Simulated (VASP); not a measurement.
Runs of VASP 6.6.1 on C. The structure is hexagonal, space group P6_3/mmc (No. 194). Conventional cell: a = 2.461 Å, b = 2.461 Å, c = 8.050 Å, α = 90.00°, β = 90.00°, γ = 120.00°. C (site symmetry -6m2) has 3 C at 1.42 Å as nearest neighbours. C (site symmetry -6m2) is surrounded by 3 C at 1.42 Å. The cell was built by a generator and needn't be a form met in nature.

```csv
level,gap on the mesh (eV),pressure (GPa)
optB88-vdW,0.99,0.7
rev-vdW-DF2,0.99,0.7
vdW-DF,0.99,4.4
optB86b-vdW,0.99,(a)
r2SCAN+rVV10,1.06,-1.6
```

Alike in all rows: task single point; potentials or basis VASP PAW PBE potentials, release 64 (C); no spin polarisation; cell as given; k mesh 16 × 16 × 4; cutoff (eV) 520; smearing fermi-dirac 0.05 eV.

Task: Estimate the missing entries.

Result: (a) 1.1.

Caveats: the PAW data sets were made with another functional, which shifts forces and pressure a little.

A k mesh can miss the band edges.

Runs at the PBE level aren't shown here.
